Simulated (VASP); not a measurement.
A convergence study with VASP on SnO2 (rutile): one setting is varied, all else stays as given below, so the limit is that of these other settings. Each run relaxes cell and ions from the cell shown.

```
CELL_PARAMETERS angstrom
      4.74000     0.00000     0.00000
      0.00000     4.74000     0.00000
      0.00000     0.00000     3.19000
ATOMIC_POSITIONS crystal
  Sn 0.00000 0.00000 0.00000
  Sn 0.50000 0.50000 0.50000
  O  0.30700 0.30700 0.00000
  O  0.80700 0.19300 0.50000
  O  0.19300 0.80700 0.50000
  O  0.69300 0.69300 0.00000
```

Method: PBE GGA, VASP's PBE PAW potentials (set 64) (plane waves; VASP). The tightest run used: 700 eV cut-off, 7×7×11 Γ-centred mesh, Gaussian smearing of 0.050 eV, potentials Sn_d O.

Unless said otherwise, spin-orbit coupling is left out, though it shifts the bands of the heavy elements here. Gaps are read on the run's mesh, which can miss a band edge.

```json
[
 {"setting": "1×1×2 mesh", "relaxed volume (Å³/atom)": "12.391", "E (eV/atom)": "-6.0604", "gap on the mesh (eV)": "0.806", "irreducible k-points": "2"},
 {"setting": "2×2×3 mesh", "relaxed volume (Å³/atom)": "12.567", "E (eV/atom)": "-6.2031", "gap on the mesh (eV)": "0.651", "irreducible k-points": "6"},
 {"setting": "2×2×4 mesh", "relaxed volume (Å³/atom)": "12.586", "E (eV/atom)": "-6.2131", "gap on the mesh (eV)": "0.655", "irreducible k-points": "9"}
]
```

**Question.** These are the cheaper rows. Estimate the results at 7×7×11 mesh, and how far the last row shown lies from them.

**Answer.** 
```tsv
quantity	tightest run	last row shown is off by
relaxed volume (Å³/atom)	12.597	-0.011
E (eV/atom)	-6.2206	0.0076
gap on the mesh (eV)	0.649	0.006
```

Left out are rungs that failed or repeat a setting and relaxations that didn't move; long series are thinned to 24 rows.

The compound is SnO2 in the rutile structure.
